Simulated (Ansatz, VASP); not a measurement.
## Cross-check of LiF (Griceite) between VASP and Ansatz

Aim: how closely do two programs agree when they are given the same cell, functional and k mesh? The cell is taken from a series of runs on this material, whose earlier steps may have relaxed, scaled, displaced or heated it; both programs get it as it stands.

Method: plane waves, with VASP 6.6.1 beside it; relaxation of cell and atoms at LDA, in Ansatz 0.2.0.

**1. Starting point**

Symmetry: Fm-3m, No. 225, cubic system. The conventional cell has a = 3.904 Å, b = 3.904 Å, c = 3.904 Å, α = 90.00°, β = 90.00°, γ = 90.00°. Nearest to Li lie 6 F at 1.95 Å. Nearest to F lie 6 Li at 1.95 Å. Farther neighbours and most contacts between anions are not listed.

Structure file:

```xyz
2
Lattice="0.0000 1.9520 1.9520 1.9520 0.0000 1.9520 1.9520 1.9520 0.0000" Properties=species:S:1:pos:R:3 pbc="T T T"
Li    0.0000    0.0000    0.0000
F     1.9520    1.9520    1.9520
```

**2. VASP: relaxation of cell and atoms, LDA**

The relaxed volume is the usual yardstick between codes: in a stiff, nearly cubic crystal its relative difference is about their pressure difference at one cell divided by the bulk modulus.

Lines of VASP's logs that name or quote its potential files are left out, and so is its time.

INCAR reads:

```
SYSTEM = LiF
PREC = Accurate
ENCUT = 750
EDIFF = 1E-07
NELM = 120
ISMEAR = 0
SIGMA = 0.02
LREAL = .FALSE.
ALGO = Normal
GGA = CA
NBANDS = 11
LORBIT = 11
LWAVE = .FALSE.
LCHARG = .FALSE.
ISIF = 3
IBRION = 2
NSW = 80
EDIFFG = -0.005
LASPH = .TRUE.
GGA_COMPAT = .FALSE.
NELMIN = 4
EFERMI = MIDGAP
```

POSCAR reads:

```
LiF
1.0
    0.0000000000      1.9520420000      1.9520420000
    1.9520420000      0.0000000000      1.9520420000
    1.9520420000      1.9520420000      0.0000000000
Li F
1 1
Direct
    0.0000000000      0.0000000000      0.0000000000
    0.5000000000      0.5000000000      0.5000000000
```

KPOINTS reads:

```
Automatic mesh
0
Gamma
10 10 10
0 0 0
```

PAW data sets: Li_sv and F (LDA family, release 64).

Launch:

```bash
mpirun -np 1 vasp_std
```

What it wrote:

```text
[banner, memory and clock lines left out]
running    1 mpi-ranks, on    1 nodes
 distrk:  each k-point on    1 cores,    1 groups
 distr:  one band on    1 cores,    1 groups

 POSCAR found type information on POSCAR LiF
 POSCAR found :  2 types and       2 ions
 LDA part: xc-table for (Slater(with rela. corr.)+CA(PZ))
 , standard interpolation
 POSCAR, INCAR and KPOINTS ok, starting setup
 FFT: planning ... GRIDC
 FFT: planning ... GRID_SOFT
 FFT: planning ... GRID
 WAVECAR not read
 entering main loop
       N       E                     dE             d eps       ncg     rms          rms(c)
DAV:   1     0.434175691087E+02    0.43418E+02   -0.67576E+03  1042   0.120E+03
DAV:   2    -0.944772528969E+01   -0.52865E+02   -0.51710E+02  1199   0.233E+02
DAV:   3    -0.109731969683E+02   -0.15255E+01   -0.15192E+01  1309   0.355E+01
DAV:   4    -0.109955777322E+02   -0.22381E-01   -0.22376E-01  1266   0.449E+00
DAV:   5    -0.109958382924E+02   -0.26056E-03   -0.26056E-03  1338   0.369E-01    0.422E+00
DAV:   6    -0.105228377129E+02    0.47300E+00   -0.22038E+00  1190   0.100E+01    0.131E+00
DAV:   7    -0.105120598044E+02    0.10778E-01   -0.17355E-02  1402   0.123E+00    0.788E-01
DAV:   8    -0.105067926961E+02    0.52671E-02   -0.89366E-03  1487   0.110E+00    0.976E-02
DAV:   9    -0.105067621511E+02    0.30545E-04   -0.73280E-04  1196   0.271E-01    0.375E-02
DAV:  10    -0.105067751062E+02   -0.12955E-04   -0.31087E-05  1210   0.467E-02    0.670E-03
DAV:  11    -0.105067747056E+02    0.40053E-06   -0.13759E-06  1336   0.141E-02    0.114E-03
DAV:  12    -0.105067747070E+02   -0.13234E-08   -0.27166E-07  1341   0.399E-03
   1 F= -.10506775E+02 E0= -.10506775E+02  d E =-.105068E+02
 curvature:   0.00 expect dE= 0.000E+00 dE for cont linesearch  0.000E+00
 trial: gam= 0.00000 g(F)=  0.324E-59 g(S)=  0.334E-04 ort = 0.000E+00 (trialstep = 0.100E+01)
 search vector abs. value=  0.334E-04
 bond charge predicted
       N       E                     dE             d eps       ncg     rms          rms(c)
DAV:   1    -0.105070118331E+02   -0.23713E-03   -0.40244E-03  1127   0.564E-01    0.120E-01
DAV:   2    -0.105068030096E+02    0.20882E-03   -0.10926E-03  1187   0.237E-01    0.228E-02
DAV:   3    -0.105067980877E+02    0.49218E-05   -0.82763E-06  1301   0.297E-02    0.128E-02
DAV:   4    -0.105067955921E+02    0.24956E-05   -0.24506E-06  1551   0.141E-02    0.976E-04
DAV:   5    -0.105067955968E+02   -0.46412E-08   -0.13846E-07  1036   0.358E-03
   2 F= -.10506796E+02 E0= -.10506796E+02  d E =-.208898E-04
 trial-energy change:   -0.000021  1 .order   -0.000022   -0.000033   -0.000011
 step:   1.5068(harm=  1.5068)  dis= 0.00000  next Energy=   -10.506800 (dE=-0.252E-04)
 reached required accuracy - stopping structural energy minimisation
```

OUTCAR, selected parts (step 2):

```text
ion  position               nearest neighbor table
   1  0.000  0.000  0.000-   2 1.95   2 1.95   2 1.95   2 1.95   2 1.95   2 1.95
   2  0.500  0.500  0.500-   1 1.95   1 1.95   1 1.95   1 1.95   1 1.95   1 1.95

  LATTYP: Found a face centered cubic cell.
 ALAT       =     3.9040840000

 Subroutine GETGRP returns: Found 48 space group operations
 (whereof 48 operations were pure point group operations)

The static configuration has the point symmetry O_h .

 Found     47 irreducible k-points:

   k-points           NKPTS =     47   k-points in BZ     NKDIM =     47   number of bands    NBANDS=     11

   dimension x,y,z NGX =    28 NGY =   28 NGZ =   28
   dimension x,y,z NGXF=    56 NGYF=   56 NGZF=   56

   ENCUT  =  750.0 eV  55.12 Ry    7.42 a.u.   6.16  6.16  6.16*2*pi/ulx,y,z

   NELECT =      10.0000    total number of electrons

 k-points in reciprocal lattice and weights: Automatic mesh
   0.00000000  0.00000000  0.00000000       0.001
   0.10000000  0.00000000  0.00000000       0.008
   0.20000000  0.00000000  0.00000000       0.008
   0.30000000  0.00000000  0.00000000       0.008
   0.40000000  0.00000000  0.00000000       0.008
   0.50000000  0.00000000  0.00000000       0.004
   0.10000000  0.10000000  0.00000000       0.006
   0.20000000  0.10000000  0.00000000       0.024
   0.30000000  0.10000000  0.00000000       0.024
[...]
-0.30000000  0.40000000  0.20000000       0.024
  -0.30000000  0.50000000  0.20000000       0.012

 average (electrostatic) potential at core
       1 -62.9310       2 -76.1291

 E-fermi :   4.1842

 k-point     1 :       0.0000    0.0000    0.0000
  band No.  band energies     occupation
      1     -40.2533      2.00000
      2     -20.5260      2.00000
      3      -0.6831      2.00000
      4      -0.6831      2.00000
      5      -0.6831      2.00000
      6       9.0515      0.00000
      7      24.0257      0.00000
      8      24.0257      0.00000
      9      24.0258      0.00000
     10      24.1737      0.00000
    ...

 k-point     2 :       0.1000    0.0000    0.0000
  band No.  band energies     occupation
      1     -40.2434      2.00000
      2     -20.4803      2.00000
      3      -1.0076      2.00000
      4      -0.7102      2.00000
      5      -0.7102      2.00000
      6       9.3304      0.00000
      7      21.0544      0.00000
      8      22.6095      0.00000
      9      22.6095      0.00000
     10      25.3336      0.00000
    ...

 k-point     3 :       0.2000    0.0000    0.0000
  band No.  band energies     occupation
      1     -40.2176      2.00000
      2     -20.3572      2.00000
      3      -1.7906      2.00000
      4      -0.7791      2.00000
      5      -0.7791      2.00000
      6       9.9109      0.00000
      7      18.5303      0.00000
      8      20.9981      0.00000
      9      20.9981      0.00000
     10      26.5524      0.00000
    ...

  Total       -0.0072280     -0.0072280     -0.0072280      0.0000000     -0.0000000      0.0000000
  in kB       -0.7796647     -0.7796647     -0.7796647      0.0000000     -0.0000000      0.0000000
  external PRESSURE =      -0.7796647 kB  Pullay stress =       0.0000000 kB

  energy-cutoff  :      750.00
  volume of cell :       14.85
      direct lattice vectors                 reciprocal lattice vectors
     0.000000000  1.951030122  1.951030122    -0.256274875  0.256274875  0.256274875
     1.951030122  0.000000000  1.951030122     0.256274875 -0.256274875  0.256274875
     1.951030122  1.951030122  0.000000000     0.256274875  0.256274875 -0.256274875

 POSITION                                       TOTAL-FORCE (eV/Angst)
 -----------------------------------------------------------------------------------
      1.95103      3.90206      1.95103         0.000000     -0.000000     -0.000000
      1.95103      1.95103      1.95103        -0.000000      0.000000      0.000000
 -----------------------------------------------------------------------------------
    total drift:                                0.000000      0.000000      0.000000

  FREE ENERGIE OF THE ION-ELECTRON SYSTEM (eV)
  ---------------------------------------------------
  free  energy   TOTEN  =       -10.5067955968 eV

  energy  without entropy=      -10.5067955968  energy(sigma->0) =      -10.50679560

 reached required accuracy - stopping structural energy minimisation

 total charge
# of ion       s       p       d       tot
------------------------------------------
    1        2.023   0.081   0.000   2.104
    2        1.716   4.408   0.000   6.123
--------------------------------------------------
tot          3.739   4.489   0.000   8.228

[... 3 further parts left out ...]
```

CONTCAR:

```
LiF
   1.00000000000000
     0.0000000000000000    1.9510301217057511    1.9510301217057511
     1.9510301217057511    0.0000000000000000    1.9510301217057511
     1.9510301217057511    1.9510301217057511    0.0000000000000000
  Li              F
     1     1
Direct
     1.0000000000000000    0.0000000000000000    1.0000000000000000
     0.5000000000000000    0.5000000000000000    0.5000000000000000
```

**3. Ansatz: relaxation of cell and atoms, LDA**

Ansatz runs on norm-conserving files, of PseudoDojo where its log says so.

The same cell, functional (in two slightly different forms), mesh and smearing now go to Ansatz.

input.yaml reads:

```yaml
crystal:
  lattice:
    - [0.0, 1.9520424021, 1.9520424021]
    - [1.9520424021, 0.0, 1.9520424021]
    - [1.9520424021, 1.9520424021, 0.0]
  atoms:
    - { symbol: Li, position: [0.0, 0.0, 0.0] }
    - { symbol: F, position: [0.5, 0.5, 0.5] }
kpoints:
  mp_grid: { grid: [10, 10, 10] }
hamiltonian:
  xc: lda
  pseudopotentials: { kind: nc, accuracy: standard }
scf:
  occupations: { method: gaussian, width: 0.02 }
output:
  forces: true
  stress: true
  eigenvalues: true
basis:
  ecutwfc: 925.187
relax:
  adjacent_minimum: "off"
  f_tol: 0.003
  max_steps: 80
  cell: { stress_tol: 0.03 }
```

Launch:

```bash
ansatz run input.yaml --threads 2 --pin off --max-ram 4096MiB --backend cpu --events-out ev --progress --plain --runs-dir out
```

What it wrote:

```text
Warning: basis.ecutwfc = 925.187 eV is below the records' recommended 1142.878222 eV, and the density's cutoff is lower with it unless basis.ecutrho_ratio is high enough to keep the records' density cutoff: compare with a run at a higher cutoff
Engine: ansatz 0.2.0, x86_64-unknown-linux-gnu
Pseudopotentials: kind: nc
Pseudopotential: Li, nc, valence charge 3, recommended cutoff 1006.821291 eV (normal), Li.nc.azcp (PseudoDojo's, or run here from an input of PseudoDojo's; its table is named by hamiltonian.pseudopotentials.accuracy)
Pseudopotential: F, nc, valence charge 7, recommended cutoff 1142.878222 eV (normal), F.nc.azcp (PseudoDojo's, or run here from an input of PseudoDojo's; its table is named by hamiltonian.pseudopotentials.accuracy)
Functional definition: SPW92
  exchange = slater_x
  correlation = pw_c
Crystal: 2 atoms, lattice volume = 14.876 Å³
Basis set: ecut = 925.187 eV, 941 PW (Γ)
Bands: 9, of which v1, the nominal top of the filled ones, is band 5 counted from 1 (4 counted from 0)
Symmetry: 48 space group operations
Space group: Fm-3m (ITA 225), of the structure as read, at distance tolerance 2.5e-5 Å
k-points: 47 of 1000
Non-local potential: Li, projectors of the file, l = 0: 2, l = 1: 2
Non-local potential: F, projectors of the file, l = 0: 2, l = 1: 2, l = 2: 1
Initial density: superposition of atomic densities (chi_scale 0.1, normalization cell, long waves kept (reshape's long-wave potential 0.00 eV rms))
Initial wavefunctions: pseudopotential atomic-orbital guess
Functional: x = slater, c = lda
SCF iter   1: F=—  HF=-866.349309 eV  |F-HF|=—  |Δ(HF+E_count)|=         —  Δρ=7.57e-2  dr2=3.58e-1  ethr=3.10e-3  ⟨swp⟩=5.0  Hψ=3301  notcnv=0
preconditioner: auto → none  [insulator: Δε(μ)=9.252 eV  Ē_g=22.738 eV  σ=0.020 eV  W_gap=1.00  n_scr=0 (ndim 8)  ℏωp=27.2 eV  f_vac=0.000  D(μ)=0.00/eV (n_scr^D=0)  ε∞_Penn≈2.4]
SCF iter   2: F=—  HF=-866.179298 eV  |F-HF|=—  |Δ(HF+E_count)|=   1.70e-1  Δρ=3.02e-2  dr2=6.66e-2  ethr=3.10e-3  ⟨swp⟩=2.0  Hψ=987  notcnv=0
SCF iter   3: F=—  HF=-866.152315 eV  |F-HF|=—  |Δ(HF+E_count)|=   2.70e-2  Δρ=1.36e-2  dr2=1.41e-2  ethr=6.66e-4  ⟨swp⟩=2.0  Hψ=848  notcnv=0
SCF iter   4: F=—  HF=-866.147631 eV  |F-HF|=—  |Δ(HF+E_count)|=   4.68e-3  Δρ=2.48e-3  dr2=1.51e-4  ethr=1.41e-4  ⟨swp⟩=2.6  Hψ=773  notcnv=0
SCF iter   5: F=—  HF=-866.147648 eV  |F-HF|=—  |Δ(HF+E_count)|=   1.68e-5  Δρ=8.74e-5  dr2=3.75e-7  ethr=1.51e-6  ⟨swp⟩=1.4  Hψ=449  notcnv=0
SCF iter   6: F=—  HF=-866.147653 eV  |F-HF|=—  |Δ(HF+E_count)|=   4.69e-6  Δρ=1.00e-5  dr2=4.45e-9  ethr=1.00e-9  ⟨swp⟩=6.7  Hψ=2214  notcnv=0
SCF iter   7: F=-866.147653 eV  HF=-866.147653 eV  |F-HF|=2.01e-11  |Δ(HF+E_count)|=  7.23e-11  Δρ=1.16e-6  dr2=3.24e-11  ethr=4.45e-11  ⟨swp⟩=1.1  Hψ=1232  notcnv=0
SCF 1 converged in 7 iterations: F = -866.147653 eV  dr2 = 3.24e-11
relax step   1: F+E_penalty+E_count = -866.14765259 eV  Δ(F+E_penalty+E_count) = +0.000e0 eV  max|allowed force component| = 4.258e-29 eV/Å  Δτ_max = 0.0000 Å  P = -0.014 GPa  Ω = 14.876 Å³  (7 SCF iters, dr2 threshold 1.00e-7 eV, accepted)
Initial density: handed on by an earlier stage of this run
Initial wavefunctions: pseudopotential atomic-orbital guess (no wavefunctions were taken with the density)
iter 1 solved again at ethr=9.57e-10 eV; its pass at ethr=3.10e-3 eV (dr2=9.57e-8 eV) is discarded
SCF iter   1: F=—  HF=-866.147653 eV  |F-HF|=—  |Δ(HF+E_count)|=         —  Δρ=1.08e-6  dr2=2.78e-11  ethr=9.57e-10  ⟨swp⟩=4.0  Hψ=4849  notcnv=0
preconditioner: auto → none  [insulator: Δε(μ)=9.762 eV  Ē_g=23.258 eV  σ=0.020 eV  W_gap=1.00  n_scr=0 (ndim 8)  ℏωp=27.2 eV  f_vac=0.000  D(μ)=0.00/eV (n_scr^D=0)  ε∞_Penn≈2.4]
SCF iter   2: F=-866.147653 eV  HF=-866.147653 eV  |F-HF|=2.84e-12  |Δ(HF+E_count)|=  2.38e-10  Δρ=4.99e-7  dr2=5.50e-12  ethr=1.00e-12  ⟨swp⟩=4.6  Hψ=2005  notcnv=0
SCF 2 converged in 2 iterations: F = -866.147653 eV  dr2 = 5.50e-12
relax step   2: F+E_penalty+E_count = -866.14765259 eV  Δ(F+E_penalty+E_count) = -5.798e-12 eV  max|allowed force component| = 2.682e-29 eV/Å  Δτ_max = 0.0000 Å  P = -0.014 GPa  Ω = 14.876 Å³  stress off target by 1.43e-2 GPa  SCF on the basis re-selected at this cell (its energy is not comparable with the rows above)  (2 SCF iters)
basis re-selected at this cell: Δ(F+E_penalty+E_count) = -5.798e-12 eV, ΔP = +0.000 GPa vs the last step (what re-selecting the basis moved, of the pressure what is left beyond the Pulay correction that the steps carried, after the strain that the cell walked since its last selection, with what the two solves' SCF thresholds leave and, on support functions, any second-order correction that the steps lacked; it is no  [...]
SCF converged after 2 iterations
Free energy (F): -866.147653 eV
Harris-Foulkes:  -866.147653 eV  (|F-HF|=2.84e-12)
Internal energy: -866.147653 eV  (E = F + TS)
E sigma→0 (E₀):  -866.147653 eV
Fermi energy:    6.169151 eV
--- Per-component energies (eV) ---
  E_band       = -112.496082
  E_kinetic    = 583.232010
  E_local      = -698.046321  (includes V_loc(G=0)·N_el)
  E_nonlocal   = -196.969156
  E_hartree    = 213.105273
  E_xc         = -192.656542
  E_vxc        = -226.923166  (∫ρ·V_xc dr)
  E_ewald      = -574.812917
  E_smearing   = -0.000000  (= −TS)
  E_closure    = 0.000000  (closes the sum)
  Σ components = -866.147653   (vs F -866.147653, Δ=0.00e0)
--- Forces (eV/Å), atoms counted from 1 ---
  atom   1  Li     0.00000000    -0.00000000    -0.00000000
  atom   2  F      0.00000000    -0.00000000     0.00000000
  max |Σ_I F_I| component: 5.57e-29 eV/Å
--- Stress (GPa, compression-positive) ---
       -0.014317      -0.000000       0.000000
       -0.000000      -0.014317       0.000000
        0.000000      -0.000000      -0.014317
  P = ⅓ Tr σ = -0.0143 GPa (-0.143 kbar)
--- Band table (eV; the first three rows and the last of 47) ---
  k-point 0: bands = ["-38.2235", "-18.4874", "1.2881", "1.2881", "1.2881", "11.0502", "26.0212", "26.0212", "26.0212"]
  k-point 1: bands = ["-38.2137", "-18.4430", "0.9671", "1.2616", "1.2616", "11.3286", "23.0786", "24.6220", "24.6220"]
  k-point 2: bands = ["-38.1880", "-18.3230", "0.1945", "1.1942", "1.1942", "11.9103", "20.5502", "23.0133", "23.0133"]
  k-point 46: bands = ["-38.0937", "-17.6500", "-1.5096", "-0.7908", "0.3650", "16.6551", "16.8685", "19.2924", "21.5831"]
--- Relaxed structure (1 steps of the walk, 1 accepted, 1 SCFs on fresh bases) ---
  F+E_penalty+E_count = -866.14765259 eV   max|allowed force component| = 2.682e-29 eV/Å   (the final SCF, on the basis selected at the relaxed cell)
  cell:  # Å, volume = 14.8764 Å³
    - [0.0, 1.9520424021, 1.9520424021]
    - [1.9520424021, 0.0, 1.9520424021]
    - [1.9520424021, 1.9520424021, 0.0]
  atoms:
    - { symbol: Li, position: [0.0, 0.0, 0.0] }
    - { symbol: F, position: [0.5, 0.5, 0.5] }
```

The column dr2 measures how far the density is from self-consistency, as an energy; F and HF (Harris–Foulkes) agree once it is small.

**4. Side by side**

Known differences besides the potentials themselves: the two LDA forms differ slightly; the cutoff is 925.187 eV in Ansatz and 750 eV in VASP; VASP's log shows a relativistic correction to its local exchange, Ansatz's none; Ansatz adds a Pulay correction to the stress that steers its cell, VASP none; Ansatz's log warns that its cutoff lies below the recommended one. Total energies have different zeros and are not compared.

The two programs side by side:

```csv
quantity,Ansatz,VASP,difference
volume (Å³),14.88,14.85,+0.16 %
"edge a after relaxation, in the typed setting (Å)",2.761,2.759,+0.05 %
```

**5. Results**

```yaml
difference_in_volume_relaxation_of_cell_and_atoms_lda: 0.16 %
```

The difference in volume is 0.16 % (relaxation of cell and atoms, LDA), within the 1.2 % picked in this series as the mark of a large difference, as far as the stopping tolerances let one tell. How closely two codes agree says nothing of how well the functional describes the real material.

[Lines on the potential files, build, host, timing and source positions are cut from VASP's logs without a mark.]

[Logs are printed without paths, hosts, clocks, repeated set-up lines and the standing remarks that a program may print on its own settings, such as how far it seeks lower states.]

[Hosts, paths, dates, database ids (printed as entryN), source tags and the programs' standing remarks are cut or masked in the printed files.]
